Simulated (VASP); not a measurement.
From VASP inputs to Ansatz: Sr₂C (antifluorite)

INCAR

```
ENCUT = 520
ISIF = 2
PREC = Accurate
LWAVE = .FALSE.
NELM = 120
NSW = 0
LCHARG = .TRUE.
ISMEAR = -1
LREAL = .FALSE.
LASPH = .TRUE.
IBRION = -1
SIGMA = 0.02
EDIFF = 1E-7
GGA = CA
LELF = .TRUE.
NBANDS = 19
```

KPOINTS

```
KPOINTS created by Atomic Simulation Environment
0
Gamma
6 6 6
0 0 0
```

KPOINTS_OPT

```
special points
6
Reciprocal
0.0000000000 0.0000000000 0.0000000000 1
0.5000000000 0.0000000000 0.5000000000 1
0.5000000000 0.2500000000 0.7500000000 1
0.3750000000 0.3750000000 0.7500000000 1
0.5000000000 0.5000000000 0.5000000000 1
0.6250000000 0.2500000000 0.6250000000 1
```

POSCAR

```
C  Sr
 1.0000000000000000
     0.0000000000000000    3.3601424488749654    3.3601424488749654
     3.3601424488749654    0.0000000000000000    3.3601424488749654
     3.3601424488749654    3.3601424488749654   -0.0000000000000000
 C   Sr
   1   2
Cartesian
 -0.0000000000000000 -0.0000000000000000 -0.0000000000000000
  1.6800712244374825  1.6800712244374825  1.6800712244374825
  5.0402136733124472  5.0402136733124472  5.0402136733124472
```

VASP ran with the recommended LDA PAW datasets (24 valence electrons in the cell).

Problem. Translate these files to an Ansatz input.

Solution. 

```yaml
crystal:
  lattice:
    - [0.0, 3.3601424489, 3.3601424489]
    - [3.3601424489, 0.0, 3.3601424489]
    - [3.3601424489, 3.3601424489, 0.0]
  atoms:
    - { symbol: C, position: [0.0, 0.0, 0.0] }
    - { symbol: Sr, position: [0.25, 0.25, 0.25] }
    - { symbol: Sr, position: [0.75, 0.75, 0.75] }
kpoints:
  mp_grid: { grid: [6, 6, 6] }
  band_path:
    path:
      - [0.0, 0.0, 0.0]
      - [0.5, 0.0, 0.5]
      - [0.5, 0.25, 0.75]
      - [0.375, 0.375, 0.75]
      - [0.5, 0.5, 0.5]
      - [0.625, 0.25, 0.625]
    npoints: 1
hamiltonian:
  xc: lda
scf:
  occupations: { method: fermi_dirac, width: 0.02 }
  n_extra_bands: 4
output:
  forces: true
  stress: true
  eigenvalues: true
```

Other inputs would serve too.

```json
{"": "gap between bands v and c", "VASP": "-0.10 eV (bands overlap: a metal)", "Ansatz": "-0.12 eV (bands overlap: a metal)"}
{"": "least direct gap", "VASP": "0.00 eV", "Ansatz": "0.00 eV"}
{"": "pressure", "VASP": "-3.3 GPa", "Ansatz": "-3.5 GPa"}
```

The two codes use different PAW datasets and cutoffs. VASP's cell holds 24 valence electrons and Ansatz's 24. LDA means the Perdew–Zunger form with relativistic exchange in VASP and the Perdew–Wang form in Ansatz. Ansatz's stress includes a Pulay correction; VASP's doesn't.
